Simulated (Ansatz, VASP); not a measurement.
## Cross-check of TlHg2 between VASP and Ansatz

One calculation is typed for both programs; each brings its own data sets. How far apart do they land? The cell is generated by rule, not measured, and may not be a known phase. The cell is taken from a series of runs on this material, whose earlier steps may have relaxed, scaled, displaced or heated it; both programs get it as it stands.

Program: Ansatz 0.2.0. Level of theory: plane waves, with VASP 6.6.1 beside it; relaxation of cell and atoms at PBEsol. Results are calculated unless marked as measured.

The structure was built from a prototype and need not be the compound's stable phase.

## 1. The starting structure

The structure is orthorhombic, space group Imma (No. 74). The conventional cell has a = 5.007 Å, b = 6.815 Å, c = 9.037 Å, α = 90.00°, β = 90.00°, γ = 90.00°. Nearest to Tl lie 12 Hg at 3.35 to 3.62 Å and 2 Tl at 3.44 Å. Nearest to Hg lie 5 Hg at 2.94 to 3.68 Å and 6 Tl at 3.35 to 3.62 Å. Farther neighbours are not listed.

## 2. Ansatz: relaxation of cell and atoms, PBEsol

Ansatz runs on its default PAW (the set named soft_2) files.

The relaxed volume is the usual yardstick between codes: in a stiff, nearly cubic crystal its relative difference is about their pressure difference at one cell divided by the bulk modulus.

input.yaml reads:

```yaml
crystal:
  lattice:
    - [-2.5035787864, 3.4073475717, 4.5186365201]
    - [2.5035787864, -3.4073475717, 4.5186365201]
    - [2.5035787864, 3.4073475717, -4.5186365201]
  atoms:
    - { symbol: Tl, position: [0.7755662447, 0.0255662447, 0.75] }
    - { symbol: Tl, position: [0.2244337553, 0.9744337553, 0.25] }
    - { symbol: Hg, position: [0.1840867325, 0.6643696649, 0.5197170676] }
    - { symbol: Hg, position: [0.6446525973, 0.6643696649, 0.9802829324] }
    - { symbol: Hg, position: [0.3553474027, 0.3356303351, 0.0197170676] }
    - { symbol: Hg, position: [0.8159132675, 0.3356303351, 0.4802829324] }
kpoints:
  mp_grid: { grid: [8, 8, 8] }
hamiltonian:
  xc: pbesol
scf:
  occupations: { method: methfessel_paxton, width: 0.15 }
output:
  forces: true
  stress: true
  eigenvalues: true
relax:
  adjacent_minimum: "off"
  f_tol: 0.001
  max_steps: 60
  cell: { stress_tol: 0.01 }
```

On the command line:

```
$ ansatz run input.yaml --threads 8 --pin off --max-ram 14336MiB --backend cpu --events-out ev --progress --plain --runs-dir out
```

Numbers of over 12 decimals in the logs are rounded to 6 here.

The log of the run:

```text
Engine: ansatz 0.2.0, aarch64-unknown-linux-gnu
Pseudopotentials: kind: paw
Pseudopotential: Tl, paw, valence charge 13, recommended cutoff 420 eV (normal), Tl.paw.azcp
Pseudopotential: Hg, paw, valence charge 20, recommended cutoff 420 eV (normal), Hg.paw.azcp
Functional definition: PBEsol
  exchange = pbesol_x
  correlation = pbesol_c
Crystal: 6 atoms, lattice volume = 154.186 Å³
Basis set: ecut = 420 eV, 3041 PW (Γ), exchange–correlation on 90×90×90 points (8 copies of the dense FFT grid, shifted against one another)
Bands: 64, of which v1, the nominal top of the filled ones, is band 53 counted from 1 (52 counted from 0)
Symmetry: 8 space group operations
Space group: Imma (ITA 74), of the structure as read, at distance tolerance 5.4e-5 Å
k-points: 95 of 512
Non-local potential: Tl, projectors of the file, l = 0: 2, l = 1: 2, l = 2: 2, l = 3: 1
Non-local potential: Hg, projectors of the file, l = 0: 3, l = 1: 2, l = 2: 2, l = 3: 1
PAW form: soft (Blöchl's): semilocal exchange-correlation on the pseudo side does not see the compensation charge
PAW frozen core: Tl, regenerated for the run's functional, and the local potential with it (the file was generated under x = pbe(κ = 0.804, μ = 0.219515), c = pbe(β = 0.066725))
PAW frozen core: Hg, regenerated for the run's functional, and the local potential with it (the file was generated under x = pbe(κ = 0.804, μ = 0.219515), c = pbe(β = 0.066725))
PAW one-centre angular grid: Tl, 590 points (default); XC on 64 Gauss nodes
PAW one-centre angular grid: Hg, 590 points (default); XC on 64 Gauss nodes
Initial density: superposition of atomic densities (neutral atoms: chi_scale 0, normalization atom), corrected by the library's trained network
Initial wavefunctions: pseudopotential atomic-orbital guess
Functional: x = pbesol(κ = 0.804, μ = 0.123457), c = pbesol(β = 0.046)
SCF iter   1: F=—  HF=-77263.469226 eV  |F-HF|=—  |Δ(HF+E_count)|=         —  Δρ=2.84e-3  dr2=1.79e-2  ethr=1.77e-3  ⟨swp⟩=7.0  Hψ=21516  notcnv=0  defer=35
preconditioner: auto → Kerker (q_TF=auto, 2.563 Å⁻¹)  [metal: Δε(μ)=0.024 eV  Ē_g=11.597 eV  σ=0.150 eV  W_gap=0.14  n_scr=46 (ndim 8)  ℏωp=25.7 eV  f_vac=0.000  D(μ)=2.72/eV (n_scr^D=14)]
SCF iter   2: F=—  HF=-77263.468066 eV  |F-HF|=—  |Δ(HF+E_count)|=   1.16e-3  S|Δr|=    0.00e0  Δρ=1.65e-3  dr2=6.42e-3  ethr=1.68e-5  ⟨swp⟩=2.3  Hψ=10106  notcnv=0  defer=34
SCF iter   3: F=—  HF=-77263.466460 eV  |F-HF|=—  |Δ(HF+E_count)|=   1.61e-3  S|Δr|=    0.00e0  Δρ=5.04e-4  dr2=6.69e-4  ethr=6.06e-6  ⟨swp⟩=2.0  Hψ=9060  notcnv=0  defer=34
SCF iter   4: F=—  HF=-77263.466357 eV  |F-HF|=—  |Δ(HF+E_count)|=   1.03e-4  S|Δr|=    0.00e0  Δρ=1.28e-4  dr2=5.90e-5  ethr=6.31e-7  ⟨swp⟩=2.1  Hψ=6664  notcnv=0  defer=34
SCF iter   5: F=—  HF=-77263.466304 eV  |F-HF|=—  |Δ(HF+E_count)|=   5.30e-5  S|Δr|=    0.00e0  Δρ=4.32e-5  dr2=5.94e-6  ethr=5.57e-8  ⟨swp⟩=2.1  Hψ=7032  notcnv=0  defer=34
SCF iter   6: F=—  HF=-77263.466303 eV  |F-HF|=—  |Δ(HF+E_count)|=   7.85e-7  S|Δr|=    0.00e0  Δρ=1.24e-5  dr2=4.78e-7  ethr=5.61e-9  ⟨swp⟩=2.2  Hψ=8001  notcnv=0  defer=34
SCF iter   7: F=-77263.466303 eV  HF=-77263.466303 eV  |F-HF|=8.15e-9  |Δ(HF+E_count)|=   6.89e-8  S|Δr|=    0.00e0  Δρ=2.95e-6  dr2=2.35e-8  ethr=9.43e-11  ⟨swp⟩=9.0  Hψ=25534  notcnv=0
SCF 1 converged in 7 iterations: F = -77263.466303 eV  dr2 = 2.35e-8
  greatest PAW one-centre occupation: 1.000 electrons in one spin orbital (limit 2), on the Hg atom at site 5 (counted from 0), in its partial waves of l = 0
relax step   1: F+E_penalty+E_count = -77263.46630340 eV  Δ(F+E_penalty+E_count) = +0.000e0 eV  max|allowed force component| = 4.250e-2 eV/Å  Δτ_max = 0.0000 Å  P = -0.099 GPa  Ω = 154.186 Å³  (7 SCF iters, dr2 threshold 1.00e-7 eV, accepted)
[...]
relax step  13: F+E_penalty+E_count = -77263.48542711 eV  Δ(F+E_penalty+E_count) = +2.056e-6 eV  max|allowed force component| = 4.830e-4 eV/Å  Δτ_max = 0.0007 Å  P = +0.000 GPa  Ω = 154.857 Å³  energy of the carried Pulay correction = -1.646e-4 eV  (8 SCF iters, accepted)
[...]
relax step  14: F+E_penalty+E_count = -77263.48551405 eV  Δ(F+E_penalty+E_count) = -8.694e-5 eV  max|allowed force component| = 4.483e-4 eV/Å  Δτ_max = 0.0000 Å  P = -0.005 GPa  Ω = 154.857 Å³  stress off target by 6.13e-3 GPa  SCF on the basis re-selected at this cell (its energy is not comparable with the rows above)  (6 SCF iters)
basis re-selected at this cell: Δ(F+E_penalty+E_count) = -8.694e-5 eV, ΔP = -0.005 GPa vs the last step (what re-selecting the basis moved, of the pressure what is left beyond the Pulay correction that the steps carried, after the strain that the cell walked since its last selection, with what the two solves' SCF thresholds leave and, on support functions, any second-order correction that the steps lacked; it is no m [...]
SCF converged after 6 iterations
Stability not checked: this state was not tested for a lower state beside it, because cold or Methfessel-Paxton smearing, or corrected tetrahedra, fill the levels in a way that the test cannot read (fill_not_monotonic; see scf.lower_state_search)
Free energy (F): -77263.485514 eV
Harris-Foulkes:  -77263.485514 eV  (|F-HF|=1.46e-11)
Internal energy: -77263.482443 eV  (E = F + TS)
E sigma→0 (E₀):  -77263.484746 eV
Entropy (-TS):   -0.003071 eV (-0.512 meV/atom)
Fermi energy:    12.733527 eV
--- Per-component energies (eV) ---
  E_band       = -1652.053785
  E_kinetic    = 3084.746953
  E_local      = -12882.578936  (includes V_loc(G=0)·N_el)
  E_nonlocal   = 941.647617
  E_hartree    = 5430.590214
  E_xc         = -1334.863565
  E_vxc        = -1332.982160  (∫ρ·V_xc dr)
  E_paw        = -59237.436983  (= ΣΔE_a)
  E_vpaw       = -2324.071394  (= ΣTr[D̂ρ^β])
  E_aug_tail   = 0.003623  (compensation charges beyond the density's cutoff)
  E_ewald      = -13266.982501
  E_core_change = 1.391135  (= ΣΔE_core)
  E_smearing   = -0.003071  (= −TS)
  E_closure    = 0.000000  (closes the sum)
  Σ components = -77263.485514   (vs F -77263.485514, Δ=0.00e0)
--- Forces (eV/Å), atoms counted from 1 ---
  atom   1  Tl    -0.00000000     0.00000000     0.00031936
  atom   2  Tl     0.00000000    -0.00000000    -0.00031936
  atom   3  Hg    -0.00000000    -0.00044829     0.00012720
  atom   4  Hg    -0.00000000     0.00044829     0.00012720
  atom   5  Hg     0.00000000    -0.00044829    -0.00012720
  atom   6  Hg     0.00000000     0.00044829    -0.00012720
  max |Σ_I F_I| component: 6.94e-18 eV/Å
--- Stress (GPa, compression-positive) ---
       -0.006133       0.000000       0.000000
        0.000000      -0.002498      -0.000000
        0.000000      -0.000000      -0.004940
  P = ⅓ Tr σ = -0.0045 GPa (-0.045 kbar)
--- Band table (eV; the first three rows and the last of 95) ---
  k-point 0: bands = [... 49 lower, 9.5068, 9.6441, 11.4654, 11.8208, 14.0842, 14.1111, 14.4434, 14.5522, ... 7 higher]
  k-point 1: bands = [... 49 lower, 9.9031, 10.0027, 11.7281, 11.9695, 12.8411, 12.9768, 13.2224, 15.0911, ... 7 higher]
  k-point 2: bands = [... 49 lower, 9.7887, 9.9161, 10.8623, 12.0574, 12.6130, 13.1333, 13.2579, 14.7224, ... 7 higher]
  k-point 94: bands = [... 49 lower, 8.1340, 11.1653, 11.4711, 14.6553, 14.6987, 14.7574, 15.6540, 16.4799, ... 7 higher]
--- Relaxed structure (13 steps of the walk, 11 accepted, 1 SCFs on fresh bases) ---
  F+E_penalty+E_count = -77263.48551405 eV   max|allowed force component| = 4.483e-4 eV/Å   (the final SCF, on the basis selected at the relaxed cell)
  cell:  # Å, volume = 154.8566 Å³
    - [-2.408012, 3.411643, 4.712459]
    - [2.408012, -3.411643, 4.712459]
    - [2.408012, 3.411643, -4.712459]
  atoms:
    - { symbol: Tl, position: [0.788955, 0.038955, 0.750000] }
    - { symbol: Tl, position: [0.211045, 0.961045, 0.25] }
    - { symbol: Hg, position: [0.186320, 0.659771, 0.526549] }
    - { symbol: Hg, position: [0.633222, 0.659771, 0.973451] }
    - { symbol: Hg, position: [0.366778, 0.340229, 0.026549] }
    - { symbol: Hg, position: [0.813680, 0.340229, 0.473451] }
```

## 3. VASP: relaxation of cell and atoms, PBEsol

The same cell, functional, mesh and smearing now go to VASP, with its own data sets.

Lines of VASP's logs that name or quote its potential files are left out, and so is its time.

INCAR reads:

```
SYSTEM = TlHg2
PREC = Accurate
ENCUT = 500
EDIFF = 1E-07
NELM = 120
ISMEAR = 1
SIGMA = 0.15
LREAL = .FALSE.
ALGO = Normal
GGA = PS
NBANDS = 45
LORBIT = 11
LWAVE = .FALSE.
LCHARG = .FALSE.
ISIF = 3
IBRION = 2
NSW = 80
EDIFFG = -0.005
LASPH = .TRUE.
GGA_COMPAT = .FALSE.
NELMIN = 4
KPAR = 2
```

POSCAR reads:

```
TlHg2
1.0
   -2.5035790000      3.4073480000      4.5186370000
    2.5035790000     -3.4073480000      4.5186370000
    2.5035790000      3.4073480000     -4.5186370000
Tl Hg
2 4
Direct
    0.7755660804      0.0255662272      0.7499998533
    0.2244336622      0.9744336622      0.2500000000
    0.1840867920      0.6643696982      0.5197170938
    0.6446526044      0.6643696982      0.9802829062
    0.3553473956      0.3356303018      0.0197170938
    0.8159132080      0.3356303018      0.4802829062
```

KPOINTS reads:

```
Automatic mesh
0
Gamma
8 8 8
0 0 0
```

The projector-augmented-wave data sets are Tl_d and Hg (PBE family, release 64).

On the command line:

```
$ mpirun -np 2 vasp_std
```

The log of the run:

```text
[banner, memory and clock lines left out]
running    2 mpi-ranks, on    1 nodes
 distrk:  each k-point on    1 cores,    2 groups
 distr:  one band on    1 cores,    1 groups

 POSCAR found type information on POSCAR TlHg
 POSCAR found :  2 types and       6 ions
|                                                                             |
|               ----> ADVICE to this user running VASP <----                  |
|                                                                             |
|     You enforced a specific xc type in the INCAR file but a different       |
|     [... a line on the potential file left out ...]
|     I HOPE YOU KNOW WHAT YOU ARE DOING!                                     |
|                                                                             |

 LDA part: xc-table for (Slater+PW92), standard interpolation
 POSCAR, INCAR and KPOINTS ok, starting setup
 FFT: planning ... GRIDC
 FFT: planning ... GRID_SOFT
 FFT: planning ... GRID
 WAVECAR not read
 entering main loop
       N       E                     dE             d eps       ncg     rms          rms(c)
DAV:   1     0.557165497603E+03    0.55717E+03   -0.37664E+04  8550   0.154E+03
DAV:   2     0.132007215130E+02   -0.54396E+03   -0.52737E+03  8905   0.396E+02
DAV:   3    -0.787575004981E+01   -0.21076E+02   -0.20815E+02  9458   0.777E+01
DAV:   4    -0.803488229657E+01   -0.15913E+00   -0.15882E+00  9129   0.559E+00
DAV:   5    -0.803601032617E+01   -0.11280E-02   -0.11280E-02  9173   0.534E-01    0.779E+00
DAV:   6    -0.761435363096E+01    0.42166E+00   -0.12174E+00  9392   0.741E+00    0.601E+00
DAV:   7    -0.758863533672E+01    0.25718E-01   -0.15942E-01  9105   0.187E+00    0.316E+00
DAV:   8    -0.758422002564E+01    0.44153E-02   -0.19224E-02  8885   0.107E+00    0.314E-01
DAV:   9    -0.758388250749E+01    0.33752E-03   -0.30665E-03  9345   0.427E-01    0.699E-02
DAV:  10    -0.758387932110E+01    0.31864E-05   -0.31154E-04  8920   0.112E-01    0.195E-02
DAV:  11    -0.758387633786E+01    0.29832E-05   -0.84301E-05  9088   0.612E-02    0.150E-02
DAV:  12    -0.758387820841E+01   -0.18706E-05   -0.77891E-06  9065   0.193E-02    0.187E-03
DAV:  13    -0.758387806316E+01    0.14526E-06   -0.31026E-07  7525   0.272E-03    0.128E-03
DAV:  14    -0.758387806634E+01   -0.31878E-08   -0.65562E-08  4710   0.165E-03
   1 F= -.75838781E+01 E0= -.75837440E+01  d E =-.758388E+01
[... from here on, the cycles between the ionic steps are left out ...]
   2 F= -.75869580E+01 E0= -.75867932E+01  d E =-.307991E-02
   3 F= -.75929442E+01 E0= -.75925053E+01  d E =-.906610E-02
  17 F= -.76048273E+01 E0= -.76040037E+01  d E =-.157090E-03
  18 F= -.76047727E+01 E0= -.76038481E+01  d E =-.102509E-03
  19 F= -.76048436E+01 E0= -.76039908E+01  d E =-.173415E-03
  20 F= -.76048675E+01 E0= -.76039877E+01  d E =-.238031E-04
  21 F= -.76049203E+01 E0= -.76039678E+01  d E =-.766770E-04
  22 F= -.76049174E+01 E0= -.76039475E+01  d E =0.294281E-05
  23 F= -.76049205E+01 E0= -.76039406E+01  d E =-.141394E-06
  24 F= -.76049303E+01 E0= -.76039475E+01  d E =-.984446E-05
  25 F= -.76049572E+01 E0= -.76039663E+01  d E =-.367220E-04
 curvature:  -7.54 expect dE=-0.130E-03 dE for cont linesearch -0.205E-04
 ZBRENT: increasing intervall
 opt :   3.9422  next Energy=    -7.605000 (dE=-0.791E-04)
 bond charge predicted
       N       E                     dE             d eps       ncg     rms          rms(c)
DAV:   1    -0.760573380129E+01   -0.77663E-03   -0.30852E-01  8725   0.238E+00    0.160E-01
DAV:   2    -0.760526595033E+01    0.46785E-03   -0.27489E-03  9148   0.349E-01    0.807E-02
DAV:   3    -0.760502575986E+01    0.24019E-03   -0.30580E-04  8876   0.113E-01    0.376E-02
DAV:   4    -0.760500064569E+01    0.25114E-04   -0.58628E-05  9048   0.481E-02    0.120E-02
DAV:   5    -0.760499998815E+01    0.65754E-06   -0.40984E-06  9191   0.136E-02    0.769E-03
DAV:   6    -0.760499975479E+01    0.23336E-06   -0.57920E-07  8887   0.441E-03    0.115E-03
DAV:   7    -0.760499977707E+01   -0.22280E-07   -0.43949E-08  4460   0.109E-03
  26 F= -.76049998E+01 E0= -.76039971E+01  d E =-.793107E-04
 curvature: -15.58 expect dE=-0.151E-03 dE for cont linesearch -0.213E-04
 trial: gam=-0.19361 g(F)=  0.264E-05 g(S)=  0.704E-05 ort = 0.151E-04 (trialstep = 0.110E+01)
 search vector abs. value=  0.101E-04
 reached required accuracy - stopping structural energy minimisation
```

(Part 1 of 2 ends here.)

[Lines on the potential files, build, host, timing and source positions are cut from VASP's logs without a mark.]

[Logs are printed without paths, hosts, clocks, repeated set-up lines and the standing remarks that a program may print on its own settings, such as how far it seeks lower states.]

[Hosts, paths, dates, database ids (printed as entryN), source tags and the programs' standing remarks are cut or masked in the printed files.]
